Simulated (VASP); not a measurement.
Computed with rev-vdW-DF2, VASP's PBE PAW potentials (set 64) (plane waves; VASP).

VASP input:

**INCAR**
```
! general
SYSTEM    =  PdIn
PREC      =  Accurate
ENCUT     =  520   ! plane-wave cut-off (eV)
LREAL     =  F
LASPH     =  T   ! aspherical one-centre terms

! electronic loop
EDIFF     =  1E-6
NELM      =  100   ! most electronic steps
ALGO      =  Normal   ! blocked Davidson
LMAXMIX   =  4

! smearing
ISMEAR    =  1
SIGMA     =  0.1

! functional
GGA       =  MK
LUSE_VDW  =  T
AGGAC     =  0.0
PARAM1    =  0.1234568
PARAM2    =  0.7114
ZAB_VDW   =  -1.8867

! ions
IBRION    =  2   ! conjugate gradients
NSW       =  60   ! most ionic steps
ISIF      =  3
EDIFFG    =  -0.01   ! ionic stop

! output
LWAVE     =  F
LCHARG    =  F
```

**KPOINTS**
```
Automatic mesh
0
Gamma
10 10 10
0 0 0
```

### POSCAR
```
PdIn
1.0
  3.2823877650   0.0000000000   0.0000000000
  0.0000000000   3.2823877650   0.0000000000
  0.0000000000   0.0000000000   3.2823877650
In Pd
1 1
Cartesian
  1.6411938825   1.6411938825   1.6411938825
  0.0000000000   0.0000000000   0.0000000000
```

POTCAR, in this order: In_d Pd (PBE.64 set). Program: vasp_std.

Output of the run:

**OSZICAR**
```
       N       E                     dE             d eps       ncg     rms          rms(c)
DAV:   1     0.167990030290E+03    0.16799E+03   -0.11323E+04  1687   0.197E+03
DAV:   2     0.407612435941E+01   -0.16391E+03   -0.15989E+03  1743   0.413E+02
DAV:   3    -0.352655087925E+01   -0.76027E+01   -0.75769E+01  2093   0.943E+01
DAV:   4    -0.366222963405E+01   -0.13568E+00   -0.13562E+00  2031   0.122E+01
DAV:   5    -0.366874433970E+01   -0.65147E-02   -0.65146E-02  2472   0.239E+00    0.617E+00
DAV:   6    -0.348631823796E+01    0.18243E+00   -0.49703E-01  1967   0.103E+01    0.280E+00
DAV:   7    -0.345134416232E+01    0.34974E-01   -0.79629E-02  2252   0.524E+00    0.138E+00
DAV:   8    -0.344306747290E+01    0.82767E-02   -0.24369E-02  1904   0.154E+00    0.397E-01
DAV:   9    -0.344214444502E+01    0.92303E-03   -0.19170E-03  2170   0.792E-01    0.657E-02
DAV:  10    -0.344214112100E+01    0.33240E-05   -0.51161E-05  2303   0.112E-01    0.285E-02
DAV:  11    -0.344214176773E+01   -0.64673E-06   -0.52096E-06  1946   0.246E-02
   1 F= -.34421418E+01 E0= -.34418959E+01  d E =-.344214E+01
```

OUTCAR:
```
------------------------ aborting loop because EDIFF is reached ----------------------------------------
  FORCE on cell =-STRESS in cart. coord.  units (eV):
  Direction    XX          YY          ZZ          XY          YZ          ZX
  --------------------------------------------------------------------------------------
  Total       -0.0016209     -0.0016209     -0.0016209      0.0000000      0.0000000     -0.0000000
  in kB       -0.0734323     -0.0734323     -0.0734323      0.0000000      0.0000000     -0.0000000
  external PRESSURE =      -0.0734323 kB  Pullay stress =       0.0000000 kB
  volume of cell :       35.36
      direct lattice vectors                 reciprocal lattice vectors
     3.282387765  0.000000000  0.000000000     0.304656266  0.000000000  0.000000000
     0.000000000  3.282387765  0.000000000     0.000000000  0.304656266  0.000000000
     0.000000000  0.000000000  3.282387765     0.000000000  0.000000000  0.304656266
 POSITION                                       TOTAL-FORCE (eV/Angst)
 -----------------------------------------------------------------------------------
      1.64119      1.64119      1.64119         0.000000      0.000000      0.000000
      0.00000      0.00000      0.00000         0.000000      0.000000      0.000000
 -----------------------------------------------------------------------------------
    total drift:                                0.000000      0.000000     -0.000000
  FREE ENERGIE OF THE ION-ELECTRON SYSTEM (eV)
  ---------------------------------------------------
  free  energy   TOTEN  =        -3.4421417677 eV

  energy  without entropy=       -3.4414040505  energy(sigma->0) =       -3.44189586

 reached required accuracy - stopping structural energy minimisation
```
(Selected blocks of OUTCAR.)

The compound is PdIn in the CsCl type structure. It was relaxed first. The start is the result of an earlier pass. The electron count is odd and the run is not spin-polarised, which forces a metal.
